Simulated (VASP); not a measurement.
A run of VASP 6.6.1:

The input INCAR:

```
ALGO = Fast ; EDIFF = 1E-4
EDIFFG = -0.08 ; ENCUT = 520
GGA = PE ; IBRION = 2
ISIF = 3 ; ISMEAR = 0
LASPH = True ; LCHARG = False
LREAL = False ; LWAVE = False
NELM = 60 ; NSW = 24
PREC = Normal ; SIGMA = 0.15
```

KPOINTS

```
k-points
0
Gamma
  3 3 3
```

File POSCAR:

```
HfTi2S5
1.0
    0.0000000000      4.3170074300      4.3170074300
    4.3170074300      0.0000000000      4.3170074300
    4.3170074300      4.3170074300      0.0000000000
Hf Ti S
1 2 5
Direct
    0.0000000000      0.0000000000      0.0000000000
    0.7500000000      0.7500000000      0.7500000000
    0.5000000000      0.5000000000      0.5000000000
    0.8717467600      0.3847597200      0.8717467600
    0.8717467600      0.8717467600      0.8717467600
    0.3847597200      0.8717467600      0.8717467600
    0.8717467600      0.8717467600      0.3847597200
    0.2500000000      0.2500000000      0.2500000000
```

Potentials or basis: VASP PAW PBE potentials, release 64 (Hf_pv, Ti_sv, S).

Launch:

```console
$ cat potpaw_PBE.64/Hf_pv/POTCAR potpaw_PBE.64/Ti_sv/POTCAR potpaw_PBE.64/S/POTCAR > POTCAR
$ mpirun -np 1 vasp_std > vasp.out
```

Hardware: 1 thread of Intel(R) Xeon(R) Platinum 8488C (Sapphire Rapids) (shared host).

How long does it take, and how much memory?

Wall time 17 min on 1 thread of Intel(R) Xeon(R) Platinum 8488C (Sapphire Rapids) (shared host), peak memory 0.24 GiB. Counts: scf iterations 657, k points 4, ion steps 18.
